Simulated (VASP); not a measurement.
SiCl4, 5 atoms in the cell. The cell holds a molecule in a box, 5 atoms: a = 13.639 Å, b = 14.139 Å, c = 14.639 Å, α = 90.00°, β = 90.00°, γ = 90.00°. 

| Quantity | Value |
| --- | --- |
| Program | VASP 6.6.1 |
| Task | relaxation of the atoms |
| Functional | PBE |
| Dispersion | D3(BJ) |
| Potentials or basis | VASP PAW PBE potentials, release 64 (Si, Cl) |
| Cutoff | 400 eV |
| k mesh | 1 × 1 × 1 |
| Occupations | gaussian, width 0.01 eV |
| Spin | no spin polarisation |
| Atoms held fixed (from 0) | [0] |
| Further INCAR settings | ALGO = Normal; EDIFF = 1e-06; ISYM = 0; IBRION = 2; EDIFFG = -0.03; NSW = 120 |

Potentials or basis: VASP PAW PBE potentials, release 64 (Si, Cl).

Run with:

```console
$ cat potpaw_PBE.64/Si/POTCAR potpaw_PBE.64/Cl/POTCAR > POTCAR
$ mpirun -np 1 vasp_gam > vasp.out
```

Hardware: 1 thread of Intel(R) Xeon(R) 6975P-C (Granite Rapids), on a shared host.

Q: Estimate the wall time of this run.

A: Run time: 2.7 min on 1 thread of Intel(R) Xeon(R) 6975P-C (Granite Rapids), with other jobs on the host, peak memory 1.6 GiB. Counts: scf iterations 37, k points 1, ion steps 2.
